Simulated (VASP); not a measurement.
Input:

```
HfS2
1.0
    1.77923    -3.08171     0.00000
    1.77923     3.08171     0.00000
    0.00000     0.00000     5.68576
Hf S
1 2
Direct
  0.00000   0.00000   0.00000
  0.33333   0.66667   0.25342
  0.66667   0.33333   0.74658
```

Computed with LDA (Ceperley-Alder, Perdew-Zunger), VASP's LDA PAW potentials (set 64) (plane waves; VASP). Settings: 400 eV cut-off, 16×16×9 Γ-centred mesh, Gaussian smearing of 0.010 eV, potentials Hf_pv S.

Question: Give the direction-averaged independent-particle dielectric function (no local fields, no excitons; a broadening of 0.1 eV leaves a tail below the gap, and fine structure carries the noise of the k-mesh).

Answer: 
| ħω (eV) | ε₁ | ε₂ |
|---|---|---|
| 0.00 | 11.70 | 0.00 |
| 0.20 | 11.75 | 0.05 |
| 0.40 | 11.90 | 0.10 |
| 0.60 | 12.16 | 0.17 |
| 0.80 | 12.57 | 0.25 |
| 1.00 | 13.18 | 0.38 |
| 1.20 | 14.11 | 0.60 |
| 1.40 | 15.64 | 1.15 |
| 1.60 | 17.69 | 3.12 |
| 1.80 | 19.14 | 7.12 |
| 2.00 | 16.78 | 10.43 |
| 2.20 | 15.91 | 14.05 |
| 2.40 | 9.70 | 18.13 |
| 2.60 | 3.33 | 15.28 |
| 2.80 | 1.91 | 11.94 |
| 3.00 | 0.16 | 8.76 |
| 3.20 | 1.38 | 5.84 |
| 3.40 | 2.58 | 4.65 |
| 3.60 | 3.96 | 4.08 |
| 3.80 | 4.48 | 4.70 |
| 4.10 | 4.80 | 4.07 |
| 4.30 | 5.62 | 4.10 |
| 4.50 | 6.34 | 4.40 |
| 4.70 | 6.85 | 5.21 |
| 4.90 | 6.70 | 5.88 |
| 5.10 | 7.00 | 6.59 |
| 5.30 | 6.76 | 7.54 |
| 5.50 | 5.79 | 8.57 |
| 5.70 | 5.42 | 8.62 |
| 5.90 | 4.43 | 9.09 |
| 6.10 | 3.75 | 9.70 |
| 6.30 | 2.53 | 9.43 |
| 6.50 | 2.19 | 9.36 |
| 6.70 | 1.04 | 9.34 |
| 6.90 | -0.09 | 8.68 |
| 7.10 | -0.16 | 7.42 |
| 7.30 | -0.14 | 7.32 |
| 7.50 | -0.35 | 6.71 |
| 7.70 | -0.10 | 6.39 |
| 8.00 | -0.23 | 6.70 |
ε₂ peaks at 2.4 eV (height 18.1), 6.1 eV (height 9.7); ε₁(0) averages 11.70, so the electronic refractive index below the gap tends to √11.70 = 3.42.

The compound is HfS2 in the 1T layered structure. It was relaxed first, which changed the volume by -7 %.
